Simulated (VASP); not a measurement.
Level of theory: PBEsol GGA, VASP's PBE PAW potentials (set 64) (plane waves; VASP 6.6.1).

A VASP calculation is set up with these files.

File POSCAR:
```
TaN
1
    2.9254334497     0.0000000000     0.0000000000
   -1.4627167248     2.5335000435    -0.0000000000
    0.0000000000     0.0000000000     2.8740429015
N Ta
1 1
Direct
  0.0000000000   0.0000000000   0.0000000000
  0.3333330000   0.6666670000   0.5000000000
```

INCAR:
```
# general
SYSTEM =TaN
PREC   =Accurate
ENCUT  =520
LREAL  =.FALSE.   # projection in real space or not
LASPH  =.TRUE.   # aspherical one-centre terms

# electronic loop
EDIFF  =1E-6
NELM   =100   # most electronic steps
ALGO   =Normal   # blocked Davidson
LMAXMIX=6   # l cut-off of mixed one-centre charges

# smearing
ISMEAR =1   # Methfessel-Paxton
SIGMA  =0.1   # width (eV)

# functional
GGA    =PS

# ions
IBRION =2   # conjugate gradients
NSW    =60
ISIF   =3
EDIFFG =-0.01   # ionic stop

# output
LWAVE  =.FALSE.
LCHARG =.FALSE.
```

### KPOINTS
```
K-points
0
G
  13 13 11
0 0 0
```

POTCAR, in this order: N Ta_pv (PBE.64 set). Program: vasp_std.

What VASP printed:

File OSZICAR:
```
       N       E                     dE             d eps       ncg     rms          rms(c)
DAV:   1     0.878557849192E+02    0.87856E+02   -0.92707E+03  3024   0.141E+03
DAV:   2    -0.224423182596E+02   -0.11030E+03   -0.10411E+03  3452   0.341E+02
DAV:   3    -0.260919227911E+02   -0.36496E+01   -0.35959E+01  3744   0.566E+01
DAV:   4    -0.261338667647E+02   -0.41944E-01   -0.41783E-01  3368   0.590E+00
DAV:   5    -0.261343748125E+02   -0.50805E-03   -0.50800E-03  3604   0.532E-01    0.244E+01
DAV:   6    -0.239348283083E+02    0.21995E+01   -0.76060E+00  3620   0.280E+01    0.107E+01
DAV:   7    -0.238395102533E+02    0.95318E-01   -0.44569E-01  3468   0.630E+00    0.700E+00
DAV:   8    -0.238097080786E+02    0.29802E-01   -0.13722E-01  3352   0.362E+00    0.102E+00
DAV:   9    -0.238055057950E+02    0.42023E-02   -0.15567E-02  3444   0.106E+00    0.259E-01
DAV:  10    -0.238053706042E+02    0.13519E-03   -0.96141E-04  3596   0.386E-01    0.477E-02
DAV:  11    -0.238053448955E+02    0.25709E-04   -0.82510E-05  3616   0.101E-01    0.136E-02
DAV:  12    -0.238053450779E+02   -0.18245E-06   -0.39893E-06  3180   0.228E-02
   1 F= -.23805345E+02 E0= -.23805367E+02  d E =-.238053E+02
       N       E                     dE             d eps       ncg     rms          rms(c)
DAV:   1    -0.238054147584E+02   -0.69863E-04   -0.36531E-03  3032   0.628E-01    0.528E-02
DAV:   2    -0.238053618826E+02    0.52876E-04   -0.76393E-05  3476   0.905E-02    0.258E-02
DAV:   3    -0.238053441205E+02    0.17762E-04   -0.36835E-05  3596   0.576E-02    0.896E-03
DAV:   4    -0.238053440482E+02    0.72308E-07   -0.11417E-06  2536   0.104E-02
   2 F= -.23805344E+02 E0= -.23805365E+02  d E =0.102973E-05
       N       E                     dE             d eps       ncg     rms          rms(c)
DAV:   1    -0.238053700351E+02   -0.25915E-04   -0.93411E-04  3032   0.317E-01    0.277E-02
DAV:   2    -0.238053564609E+02    0.13574E-04   -0.19388E-05  3464   0.457E-02    0.137E-02
DAV:   3    -0.238053522610E+02    0.41999E-05   -0.93904E-06  3592   0.292E-02    0.406E-03
DAV:   4    -0.238053523368E+02   -0.75839E-07   -0.26245E-07  1544   0.521E-03
   3 F= -.23805352E+02 E0= -.23805374E+02  d E =-.725889E-05
```

OUTCAR:
```
------------------------ aborting loop because EDIFF is reached ----------------------------------------
  FORCE on cell =-STRESS in cart. coord.  units (eV):
  Direction    XX          YY          ZZ          XY          YZ          ZX
  --------------------------------------------------------------------------------------
  Total       -0.0019852     -0.0019852     -0.0010177     -0.0000000     -0.0000000      0.0000000
  in kB       -0.1492888     -0.1492888     -0.0765334     -0.0000000     -0.0000000      0.0000000
  external PRESSURE =      -0.1250370 kB  Pullay stress =       0.0000000 kB
  volume of cell :       21.31
      direct lattice vectors                 reciprocal lattice vectors
     2.926131262  0.000000000 -0.000000000     0.341748169  0.197308369  0.000000000
    -1.463065631  2.534104367  0.000000000    -0.000000000  0.394616738  0.000000000
    -0.000000000 -0.000000000  2.873289147     0.000000000 -0.000000000  0.348033194
 POSITION                                       TOTAL-FORCE (eV/Angst)
 -----------------------------------------------------------------------------------
     -0.00000      0.00000      0.00000         0.000000     -0.000000     -0.000000
     -0.00000      1.68940      1.43664        -0.000000      0.000000      0.000000
 -----------------------------------------------------------------------------------
    total drift:                                0.000287     -0.000161      0.000000
  FREE ENERGIE OF THE ION-ELECTRON SYSTEM (eV)
  ---------------------------------------------------
  free  energy   TOTEN  =       -23.8053523368 eV

  energy  without entropy=      -23.8054166035  energy(sigma->0) =      -23.80537376

 reached required accuracy - stopping structural energy minimisation
```
(Selected blocks of OUTCAR.)

### CONTCAR
```
TaN
   1.00000000000000
     2.9261312616827109    0.0000000000000138   -0.0000000000000000
    -1.4630656307913315    2.5341043666609711    0.0000000000000000
    -0.0000000000000000   -0.0000000000000000    2.8732891466901087
  N               Ta
     1     1
Direct
     0.0000000000000000    0.0000000000000000    0.0000000000000000
     0.3333330000000032    0.6666669999999968    0.5000000000000000
```

**OUTCAR**
```
 val. band max:        8.2343944317   @ k =   0.0000   0.0000   0.2727

 cond. band min:       8.2917983885   @ k =   0.0000   0.0000   0.3636


 Fermi energy:         8.2418935701

 k-point     1 :       0.0000    0.0000    0.0000
  band No.  band energies     occupation
      1     -26.5360      2.00000
      2     -26.2621      2.00000
      3     -26.2621      2.00000
      4      -9.6107      2.00000
      5       3.6042      2.00000
      6       3.6042      2.00000
      7       3.9305      2.00000
      8       5.2860      2.00000
      9      10.5199      0.00000
     10      11.8597      0.00000
     11      11.8597      0.00000
     12      12.2559      0.00000

 k-point     2 :       0.0769    0.0000    0.0000
  band No.  band energies     occupation
      1     -26.5274      2.00000
      2     -26.3298      2.00000
      3     -26.2764      2.00000
      4      -9.4835      2.00000
      5       3.2228      2.00000
      6       3.7002      2.00000
      7       4.1154      2.00000
      8       5.1036      2.00000
      9      10.9718      0.00000
     10      11.5962      0.00000
     11      11.8780      0.00000
     12      12.1908      0.00000

 k-point     3 :       0.1538    0.0000    0.0000
  band No.  band energies     occupation
      1     -26.5134      2.00000
      2     -26.5036      2.00000
      3     -26.3160      2.00000
      4      -9.1287      2.00000
      5       2.4104      2.00000
      6       3.9602      2.00000
      7       4.5279      2.00000
      8       4.6461      2.00000
      9      10.9362      0.00000
     10      11.9653      0.00000
     11      12.0155      0.00000
     12      12.1025      0.00000

 k-point     4 :       0.2308    0.0000    0.0000
  band No.  band energies     occupation
      1     -26.7630      2.00000
      2     -26.4699      2.00000
      3     -26.3712      2.00000
      4      -8.6187      2.00000
      5       1.5180      2.00000
      6       4.0874      2.00000
...
```

Unless said otherwise, spin-orbit coupling is left out, though it shifts the bands of the heavy elements here.

The structure comes from a measured TaN entry (P-6m2) of the Crystallography Open Database, whose conditions weren't checked. This run relaxes it. Symmetry was kept, so distortions that lower it aren't found. The start is the result of an earlier pass.
